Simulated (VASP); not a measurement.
# Sr2MgAl3: Ti into a neighbouring Al vacancy, part 5 of 5

Wanted: the minimum-energy path in Sr2MgAl3 for this move: Ti into a neighbouring Al vacancy. The start is a cell from a database of measured crystal structures.

VASP 6.6.1, plane waves and PAW; the level of theory is named at each step.

So far. Step 4 (Relax the start): The run ended after 14 ionic steps, 0.146 eV below its first step, once the forces on the free atoms met EDIFFG = -0.05. Step 5 (Relax the end): The run ended after 15 ionic steps, 0.155 eV below its first step, once the forces on the free atoms met EDIFFG = -0.05.

## (6) Nudged elastic band

Level of this step: PBE; plane waves and PAW (Sr_sv, Al, Ti, Mg) (VASP).

Images on a straight line between the ends relax across the path, while springs keep them spaced along it.

Contents of INCAR:

```
SYSTEM = Sr8Mg4TiAl10
PREC = Normal
ENCUT = 280
EDIFF = 1E-05
NELM = 120
ISMEAR = 1
SIGMA = 0.15
LREAL = Auto
ALGO = Fast
GGA = PE
NBANDS = 84
LASPH = .TRUE.
LWAVE = .FALSE.
LCHARG = .FALSE.
IMAGES = 3
SPRING = -5
IBRION = 1
POTIM = 0.3
NSW = 60
EDIFFG = -0.05
ISYM = 0
ISIF = 0
```

Contents of POSCAR:

```
Sr8Mg4TiAl10
1.0
    6.0290786776      0.0000000000      0.0000000000
   -3.0145393388      5.2213352963      0.0000000000
    0.0000000000      0.0000000000     19.0982079942
Sr Al Ti Mg
8 10 1 4
Direct
    0.6704870171      0.3397346032      0.4698008795
    0.6652758312      0.3324979976      0.9643331490
    0.3355451736      0.6714562276      0.2164705918
    0.3337204431      0.6672587536      0.7161883884
    0.6690242004      0.3395237513      0.2801973834
    0.6657196259      0.3330670666      0.7856342623
    0.3332635144      0.6668590096      0.0337517340
    0.3370664657      0.6720579699      0.5335598918
    0.6543054187      0.8261457840      0.8749302684
    0.8284000625      0.1756047686      0.1218522172
    0.8300616844      0.1762675454      0.6280061413
    0.1710670278      0.3446812545      0.8749528515
    0.3482812692      0.1768722655      0.1216122863
    0.3494857941      0.1776397896      0.6281898482
    0.1622319136      0.8283586475      0.3749970098
    0.1690365001      0.8243137505      0.8748140051
    0.8293489796      0.6581394050      0.1220729923
    0.8294732827      0.6581523174      0.6277691968
    0.1357655894      0.2808489376      0.3748102637
    0.0101110466      0.0089678810      0.2415187568
    0.9993041376      0.9992339522      0.7513677119
    0.9982861334      0.9985599756      0.9983545210
    0.0116781612      0.0092835920      0.5082011766
```

Contents of KPOINTS:

```
Automatic mesh
0
Gamma
4 4 1
0 0 0
```

Contents of 00/POSCAR:

```
Sr8Mg4TiAl10
1.0
    6.0290786776      0.0000000000      0.0000000000
   -3.0145393388      5.2213352963      0.0000000000
    0.0000000000      0.0000000000     19.0982079942
Sr Al Ti Mg
8 10 1 4
Direct
    0.6704870171      0.3397346032      0.4698008795
    0.6652758312      0.3324979976      0.9643331490
    0.3355451736      0.6714562276      0.2164705918
    0.3337204431      0.6672587536      0.7161883884
    0.6690242004      0.3395237513      0.2801973834
    0.6657196259      0.3330670666      0.7856342623
    0.3332635144      0.6668590096      0.0337517340
    0.3370664657      0.6720579699      0.5335598918
    0.6543054187      0.8261457840      0.8749302684
    0.8284000625      0.1756047686      0.1218522172
    0.8300616844      0.1762675454      0.6280061413
    0.1710670278      0.3446812545      0.8749528515
    0.3482812692      0.1768722655      0.1216122863
    0.3494857941      0.1776397896      0.6281898482
    0.1622319136      0.8283586475      0.3749970098
    0.1690365001      0.8243137505      0.8748140051
    0.8293489796      0.6581394050      0.1220729923
    0.8294732827      0.6581523174      0.6277691968
    0.1357655894      0.2808489376      0.3748102637
    0.0101110466      0.0089678810      0.2415187568
    0.9993041376      0.9992339522      0.7513677119
    0.9982861334      0.9985599756      0.9983545210
    0.0116781612      0.0092835920      0.5082011766
```

Contents of 01/POSCAR:

```
Sr8Mg4TiAl10
1.0
    6.0290786776      0.0000000000      0.0000000000
   -3.0145393388      5.2213352963      0.0000000000
    0.0000000000      0.0000000000     19.0982079942
Sr Al Ti Mg
8 10 1 4
Direct
    0.6682887485      0.3374430550      0.4696064264
    0.6657216450      0.3329568593      0.9641939372
    0.3335759012      0.6694728787      0.2163862308
    0.3334078783      0.6670008544      0.7159591261
    0.6670787522      0.3374588538      0.2801760638
    0.6657284693      0.3331641811      0.7855646220
    0.3332014980      0.6667486332      0.0337009263
    0.3351569159      0.6700370042      0.5334550148
    0.6546002623      0.8267814022      0.8748101197
    0.8272069983      0.1743925982      0.1216962156
    0.8286238443      0.1748444701      0.6279400092
    0.1719829739      0.3447336027      0.8748713148
    0.3466731250      0.1751329301      0.1216466585
    0.3477644654      0.1757937923      0.6279516493
    0.1649287388      0.8305858486      0.3748880604
    0.1708128726      0.8257228581      0.8747312693
    0.8274300943      0.6560780502      0.1219104078
    0.8276904356      0.6560626040      0.6277644774
    0.0320667842      0.1768614419      0.3747507957
    0.0055856373      0.0041566431      0.2413678941
    0.9999066000      0.9996885018      0.7512807428
    0.9988630098      0.9988534859      0.9982970221
    0.0067308261      0.0043322463      0.5081934316
```

Contents of 02/POSCAR:

```
Sr8Mg4TiAl10
1.0
    6.0290786776      0.0000000000      0.0000000000
   -3.0145393388      5.2213352963      0.0000000000
    0.0000000000      0.0000000000     19.0982079942
Sr Al Ti Mg
8 10 1 4
Direct
    0.6660904799      0.3351515069      0.4694119732
    0.6661674587      0.3334157210      0.9640547254
    0.3316066289      0.6674895298      0.2163018699
    0.3330953136      0.6667429552      0.7157298638
    0.6651333040      0.3353939562      0.2801547443
    0.6657373126      0.3332612956      0.7854949817
    0.3331394816      0.6666382567      0.0336501185
    0.3332473661      0.6680160384      0.5333501378
    0.6548951058      0.8274170203      0.8746899710
    0.8260139340      0.1731804279      0.1215402141
    0.8271860043      0.1734213948      0.6278738770
    0.1728989201      0.3447859509      0.8747897782
    0.3450649807      0.1733935947      0.1216810308
    0.3460431366      0.1739477950      0.6277134504
    0.1676255639      0.8328130496      0.3747791110
    0.1725892450      0.8271319657      0.8746485335
    0.8255112091      0.6540166954      0.1217478233
    0.8259075884      0.6539728905      0.6277597580
   -0.0716320209      0.0728739462      0.3746913277
    0.0010602281     -0.0006545948      0.2412170314
    1.0005090623      1.0001430513      0.7511937736
    0.9994398861      0.9991469962      0.9982395232
    0.0017834910     -0.0006190993      0.5081856866
```

Contents of 03/POSCAR:

```
Sr8Mg4TiAl10
1.0
    6.0290786776      0.0000000000      0.0000000000
   -3.0145393388      5.2213352963      0.0000000000
    0.0000000000      0.0000000000     19.0982079942
Sr Al Ti Mg
8 10 1 4
Direct
    0.6638922113      0.3328599587      0.4692175201
    0.6666132725      0.3338745826      0.9639155137
    0.3296373565      0.6655061808      0.2162175090
    0.3327827488      0.6664850560      0.7155006015
    0.6631878558      0.3333290587      0.2801334248
    0.6657461560      0.3333584102      0.7854253414
    0.3330774651      0.6665278802      0.0335993108
    0.3313378163      0.6659950727      0.5332452609
    0.6551899494      0.8280526384      0.8745698224
    0.8248208698      0.1719682576      0.1213842126
    0.8257481642      0.1719983194      0.6278077449
    0.1738148662      0.3448382991      0.8747082415
    0.3434568365      0.1716542593      0.1217154030
    0.3443218079      0.1721017978      0.6274752515
    0.1703223890      0.8350402507      0.3746701615
    0.1743656175      0.8285410733      0.8745657977
    0.8235923238      0.6519553405      0.1215852388
    0.8241247412      0.6518831770      0.6277550385
   -0.1753308261     -0.0311135495      0.3746318597
   -0.0034651812     -0.0054658326      0.2410661688
    1.0011115246      1.0005976008      0.7511068045
    1.0000167624      0.9994405064      0.9981820243
   -0.0031638440     -0.0055704450      0.5081779417
```

Contents of 04/POSCAR:

```
Sr8Mg4TiAl10
1.0
    6.0290786776      0.0000000000      0.0000000000
   -3.0145393388      5.2213352963      0.0000000000
    0.0000000000      0.0000000000     19.0982079942
Sr Al Ti Mg
8 10 1 4
Direct
    0.6616939427      0.3305684106      0.4690230670
    0.6670590863      0.3343334443      0.9637763019
    0.3276680841      0.6635228319      0.2161331480
    0.3324701840      0.6662271568      0.7152713392
    0.6612424076      0.3312641612      0.2801121052
    0.6657549994      0.3334555247      0.7853557011
    0.3330154487      0.6664175038      0.0335485031
    0.3294282665      0.6639741070      0.5331403839
    0.6554847930      0.8286882566      0.8744496737
    0.8236278056      0.1707560872      0.1212282110
    0.8243103241      0.1705752441      0.6277416128
    0.1747308123      0.3448906473      0.8746267048
    0.3418486922      0.1699149239      0.1217497752
    0.3426004792      0.1702558005      0.6272370526
    0.1730192142      0.8372674518      0.3745612121
    0.1761419900      0.8299501809      0.8744830619
    0.8216734386      0.6498939857      0.1214226543
    0.8223418941      0.6497934636      0.6277503191
   -0.2790296312     -0.1351010452      0.3745723917
   -0.0079905905     -0.0102770705      0.2409153061
    1.0017139870      1.0010521504      0.7510198354
    1.0005936388      0.9997340167      0.9981245254
   -0.0081111791     -0.0105217907      0.5081701967
```

Potentials, in the order of the species: Sr_sv, Al, Ti and Mg (PBE family, release 64).

Command:

```sh
mpirun -np 3 vasp_std
```

The log of the run:

```text
[banner, memory and clock lines left out]
running    3 mpi-ranks, on    1 nodes
 each image running on    1 cores
 distrk:  each k-point on    1 cores,    1 groups
 distr:  one band on    1 cores,    1 groups

 POSCAR found type information on POSCAR SrAlTiMg
 01/POSCAR found :  4 types and      23 ions
 LDA part: xc-table for (Slater+PW92), standard interpolation
 POSCAR found type information on POSCAR SrAlTiMg
 00/POSCAR found :  4 types and      23 ions
 POSCAR found type information on POSCAR SrAlTiMg
 04/POSCAR found :  4 types and      23 ions
 POSCAR, INCAR and KPOINTS ok, starting setup
 FFT: planning ... GRIDC
 FFT: planning ... GRID_SOFT
 FFT: planning ... GRID
 WAVECAR not read
 entering main loop
       N       E                     dE             d eps       ncg     rms          rms(c)
DAV:   1     0.519350176822E+03    0.51935E+03   -0.36172E+04  1736   0.765E+02
DAV:   2    -0.147107475430E+02   -0.53406E+03   -0.51713E+03  1928   0.213E+02
DAV:   3    -0.660516947757E+02   -0.51341E+02   -0.50527E+02  2304   0.507E+01
DAV:   4    -0.705940311319E+02   -0.45423E+01   -0.45111E+01  2952   0.151E+01
DAV:   5    -0.708379524833E+02   -0.24392E+00   -0.24378E+00  2432   0.303E+00    0.536E+01
RMM:   6    -0.956017432433E+02   -0.24764E+02   -0.11962E+02  2203   0.232E+01    0.421E+01
RMM:   7    -0.830003185083E+02    0.12601E+02   -0.21919E+01  1793   0.916E+00    0.374E+01
RMM:   8    -0.735575056861E+02    0.94428E+01   -0.18298E+01  2112   0.646E+00    0.135E+01
RMM:   9    -0.669870237543E+02    0.65705E+01   -0.53234E+00  1925   0.572E+00    0.808E+00
RMM:  10    -0.664088941180E+02    0.57813E+00   -0.20945E+00  2213   0.187E+00    0.618E+00
RMM:  11    -0.670491748483E+02   -0.64028E+00   -0.44078E-01  2125   0.125E+00    0.754E+00
RMM:  12    -0.658127504798E+02    0.12364E+01   -0.31361E+00  2139   0.295E+00    0.260E+00
RMM:  13    -0.657668522591E+02    0.45898E-01   -0.53048E-01  2220   0.852E-01    0.172E+00
WARNING in EDDRMM: call to ZHEGV failed, returncode =   8  4     52
RMM:  14    -0.657725085038E+02   -0.56562E-02   -0.66484E-02  2622   0.374E-01    0.172E+00
RMM:  15    -0.657654841547E+02    0.70243E-02   -0.24908E-02  2342   0.243E-01    0.143E+00
RMM:  16    -0.657489936845E+02    0.16490E-01   -0.79850E-02  2235   0.485E-01    0.127E+00
RMM:  17    -0.657345463554E+02    0.14447E-01   -0.38134E-02  2240   0.323E-01    0.728E-01
RMM:  18    -0.657375619963E+02   -0.30156E-02   -0.23532E-02  2405   0.256E-01    0.759E-01
RMM:  19    -0.657320772572E+02    0.54847E-02   -0.60819E-03  2607   0.155E-01    0.358E-01
RMM:  20    -0.657335391096E+02   -0.14619E-02   -0.21230E-03  2417   0.694E-02    0.516E-01
RMM:  21    -0.657315785137E+02    0.19606E-02   -0.85751E-03  2293   0.133E-01    0.193E-01
RMM:  22    -0.657312812116E+02    0.29730E-03   -0.99416E-04  2164   0.511E-02    0.407E-02
RMM:  23    -0.657313189312E+02   -0.37720E-04   -0.35134E-04  2055   0.321E-02    0.502E-02
RMM:  24    -0.657313218309E+02   -0.28997E-05   -0.20352E-04  1972   0.235E-02    0.185E-02
RMM:  25    -0.657313334736E+02   -0.11643E-04   -0.10437E-04  1877   0.167E-02    0.177E-02
RMM:  26    -0.657313346631E+02   -0.11895E-05   -0.40629E-05  1627   0.133E-02
   1 F= -.65731335E+02 E0= -.65732353E+02  d E =-.657313E+02
 BRION: g(F)=  0.133E+00 g(S)=  0.000E+00
 bond charge predicted
       N       E                     dE             d eps       ncg     rms          rms(c)
DAV:   1    -0.657606720493E+02   -0.29339E-01   -0.54959E-01  1960   0.186E+00    0.583E-01
RMM:   2    -0.659719303342E+02   -0.21126E+00   -0.11793E-01  1778   0.801E-01    0.545E+00
RMM:   3    -0.657619803350E+02    0.20995E+00   -0.32944E-02  1745   0.471E-01    0.231E-01
RMM:   4    -0.657600700310E+02    0.19103E-02   -0.52167E-03  2150   0.119E-01    0.160E-01
RMM:   5    -0.657599022271E+02    0.16780E-03   -0.94338E-04  2208   0.711E-02    0.665E-02
RMM:   6    -0.657599269873E+02   -0.24760E-04   -0.42518E-04  2315   0.385E-02    0.260E-02
RMM:   7    -0.657599393953E+02   -0.12408E-04   -0.11360E-04  1887   0.244E-02    0.201E-02
RMM:   8    -0.657599454740E+02   -0.60786E-05   -0.61175E-05  1690   0.194E-02
   2 F= -.65759945E+02 E0= -.65760957E+02  d E =-.286108E-01
[...]
WARNING in EDDRMM: call to ZHEGV failed, returncode =   8  4     60
[...]
WARNING in EDDRMM: call to ZHEGV failed, returncode =   8  4     53
[... from here on, the cycles between the ionic steps are left out ...]
   3 F= -.65816940E+02 E0= -.65817835E+02  d E =-.569948E-01
[...]
WARNING in EDDRMM: call to ZHEGV failed, returncode =   6  3     50
   4 F= -.65495721E+02 E0= -.65497267E+02  d E =0.321219E+00
   5 F= -.65839687E+02 E0= -.65840457E+02  d E =-.343966E+00
   6 F= -.65850012E+02 E0= -.65850679E+02  d E =-.103247E-01
   7 F= -.65857297E+02 E0= -.65857850E+02  d E =-.728495E-02
   8 F= -.65860790E+02 E0= -.65861282E+02  d E =-.349330E-02
   9 F= -.65863842E+02 E0= -.65864222E+02  d E =-.305170E-02
[...]
WARNING in EDDRMM: call to ZHEGV failed, returncode =   6  3     36
  10 F= -.65866874E+02 E0= -.65867247E+02  d E =-.303222E-02
[...]
WARNING in EDDRMM: call to ZHEGV failed, returncode =   6  3     37
  11 F= -.65869758E+02 E0= -.65870086E+02  d E =-.288364E-02
[...]
WARNING in EDDRMM: call to ZHEGV failed, returncode =   6  3     36
WARNING in EDDRMM: call to ZHEGV failed, returncode =   6  3     55
  12 F= -.65872299E+02 E0= -.65872601E+02  d E =-.254158E-02
  13 F= -.65873868E+02 E0= -.65874162E+02  d E =-.156903E-02
[...]
WARNING in EDDRMM: call to ZHEGV failed, returncode =   8  4     52
[...]
WARNING in EDDRMM: call to ZHEGV failed, returncode =   6  3     49
[...]
WARNING in EDDRMM: call to ZHEGV failed, returncode =   6  3     48
  14 F= -.65875858E+02 E0= -.65876160E+02  d E =-.198983E-02
  15 F= -.65877400E+02 E0= -.65877724E+02  d E =-.154203E-02
[...]
WARNING in EDDRMM: call to ZHEGV failed, returncode =   6  3     43
[...]
WARNING in EDDRMM: call to ZHEGV failed, returncode =   6  3     52
[...]
WARNING in EDDRMM: call to ZHEGV failed, returncode =   6  3     57
WARNING in EDDRMM: call to ZHEGV failed, returncode =   6  3     41
  16 F= -.65878500E+02 E0= -.65878846E+02  d E =-.109934E-02
[...]
WARNING in EDDRMM: call to ZHEGV failed, returncode =   6  3     47
  17 F= -.65879440E+02 E0= -.65879814E+02  d E =-.940797E-03
 BRION: g(F)=  0.871E-03 g(S)=  0.000E+00
 BRIONS problems: POTIM should be increased
 retain N=  1 mean eig=24.55
 eig:  24.548
 bond charge predicted
       N       E                     dE             d eps       ncg     rms          rms(c)
DAV:   1    -0.658784410310E+02    0.99205E-03   -0.62393E-01  1704   0.225E+00    0.290E-01
RMM:   2    -0.658973049289E+02   -0.18864E-01   -0.23284E-02  1943   0.483E-01    0.153E+00
RMM:   3    -0.658802307022E+02    0.17074E-01   -0.69831E-03  2222   0.256E-01    0.188E-01
RMM:   4    -0.658800130173E+02    0.21768E-03   -0.15633E-03  2722   0.907E-02    0.916E-02
RMM:   5    -0.658800181088E+02   -0.50915E-05   -0.53812E-04  2539   0.551E-02    0.506E-02
RMM:   6    -0.658800311943E+02   -0.13085E-04   -0.25185E-04  2404   0.418E-02    0.238E-02
RMM:   7    -0.658800441048E+02   -0.12911E-04   -0.14602E-04  2159   0.328E-02    0.102E-02
RMM:   8    -0.658800549213E+02   -0.10816E-04   -0.97077E-05  1858   0.276E-02    0.908E-03
RMM:   9    -0.658800620906E+02   -0.71693E-05   -0.76448E-05  1793   0.246E-02
  18 F= -.65880062E+02 E0= -.65880457E+02  d E =-.621650E-03
 BRION: g(F)=  0.708E-03 g(S)=  0.000E+00
 BRIONS problems: POTIM should be increased
 retain N=  1 mean eig=29.11
 eig:  29.106
 reached required accuracy - stopping structural energy minimisation
```

It took 26 min on 3 MPI ranks of AMD EPYC 7R43, shared host; peak memory 0.9 GiB.

From OUTCAR (step 6):

```text
   NELECT =     122.0000    total number of electrons

  tangential force (eV/A)        -0.183856
  left and right image   0.706652  0.707346 A

  tangential force (eV/A)        -0.178637
  left and right image   0.713802  0.714316 A

 E-fermi :   3.6109

 k-point     1 :       0.0000    0.0000    0.0000
  band No.  band energies     occupation
    ...
     60       2.9985      2.00000
     61       3.2190      2.00138
     62       3.6106      1.00344
     63       3.6253      0.83871
     64       3.6541      0.53414
     65       3.8230     -0.06251
     66       3.9268     -0.01120
     67       4.0995     -0.00004
     68       4.2579     -0.00000
     69       4.3153     -0.00000
    ...

 POSITION                                       TOTAL-FORCE (eV/Angst)
 -----------------------------------------------------------------------------------
      2.91502      1.72804      8.97214         0.010016     -0.008921      0.013568
      3.00222      1.74230     18.39164        -0.011652     -0.003413      0.007535
     -0.05414      3.45494      4.12180         0.026265     -0.016209     -0.003544
     -0.00779      3.48206     13.67923        -0.020778     -0.004555      0.012833
      2.91407      1.72760      5.34205         0.009840     -0.008953     -0.015161
      3.00293      1.74231     15.02130        -0.011193     -0.003227     -0.008060
     -0.00926      3.48225      0.63422        -0.019450     -0.005448     -0.009635
     -0.05255      3.45541     10.19191         0.025314     -0.016624      0.003338
      1.45816      4.33150     16.70632        -0.008017     -0.005481     -0.000259
      4.42043      0.92261      2.28960         0.006524     -0.018112      0.002399
      4.42192      0.92282     12.02400         0.005629     -0.017959      0.002424
     -0.01946      1.80668     16.70654        -0.003726     -0.004006     -0.001099
      1.54569      0.91531      2.28951        -0.009388     -0.010574      0.001588
      1.54766      0.91525     12.02456        -0.011609     -0.010114     -0.000953
     -1.38819      4.09906      7.15692        -0.014197      0.018968      0.000069
     -1.44946      4.30380     16.70691        -0.022225      0.005857     -0.000353
      2.99291      3.39501      2.28745        -0.008076     -0.003287     -0.001881
      2.99498      3.39581     12.02707        -0.009737     -0.003495      0.001781
     -0.19291      0.89759      7.15721         0.062309      0.154606     -0.000788
     -0.01948     -0.02999      4.49594         0.016384     -0.015331      0.027868
      3.01459      5.21676     14.35925        -0.014112     -0.005040     -0.000028
      3.01347      5.21632     19.05329        -0.014493     -0.003789     -0.002239
     -0.01791     -0.02944      9.81836         0.016372     -0.014892     -0.029403
 -----------------------------------------------------------------------------------
    total drift:                               -0.013745     -0.030537     -0.000621

  FREE ENERGIE OF THE ION-ELECTRON SYSTEM (eV)
  ---------------------------------------------------
  free  energy   TOTEN  =       -65.8800620906 eV

  energy  without entropy=      -65.8812479557  energy(sigma->0) =      -65.88045738

  tangential force (eV/A)        -0.173488
  left and right image   0.721089  0.721425 A

[... 6 parts as in an earlier step ...]

[... 8 further parts left out ...]
```

Images along the path:

```
image  path (A)  energy (eV)      Ti19: x, y, z (Å)
    0     0.000       0.0000   -0.028, 1.466, 7.158
    1     0.721       0.0597   -0.193, 0.898, 7.157
    2     1.443       0.1439   -0.503, 0.299, 7.156
    3     2.164       0.0622  -0.865, -0.271, 7.156
    4     2.886       0.0001  -1.275, -0.705, 7.154
```

Numbers from this step:

```
electronic cycles                        : 185
path length                              : 2.886 Å
barrier                                  : 0.1439 eV
barrier in the reverse direction         : 0.1438 eV
barrier from a spline through the images : 0.1439 eV
reaction energy                          : 9.14e-5 eV
```

What the program prints for this run, and its count of cycles, belong to image 1; the force that counts for the threshold is the band's, across the path.

## (7) Results

```json
{"hop": "Ti into a neighbouring Al vacancy", "barrier": "0.144 eV", "barrier in the reverse direction": "0.144 eV", "barrier from a spline through the images": "0.144 eV", "reaction energy": "9.1e-5 eV", "path length": "2.89 Å"}
```

In words: The barrier is 0.14 eV forwards and 0.14 eV backwards. With an attempt frequency of 10¹³ per second, taken as a typical value, this barrier gives about 10^11 hops a second at 300 K. Both ends are alike and an image sits at the midpoint, which is the saddle if the path is symmetric. The band met its force threshold after 18 steps. Cell and mesh are small and were not tested. The band started on a straight line, so other routes may lie lower.

[Lines on the potential files, build, host, timing and source positions are cut from VASP's logs without a mark.]

[Logs are printed without paths, hosts, clocks, repeated set-up lines and the standing remarks that a program may print on its own settings, such as how far it seeks lower states.]

[Hosts, paths, dates, database ids (printed as entryN), source tags and the programs' standing remarks are cut or masked in the printed files.]

[Runs that stopped without an error message from VASP are left out.]
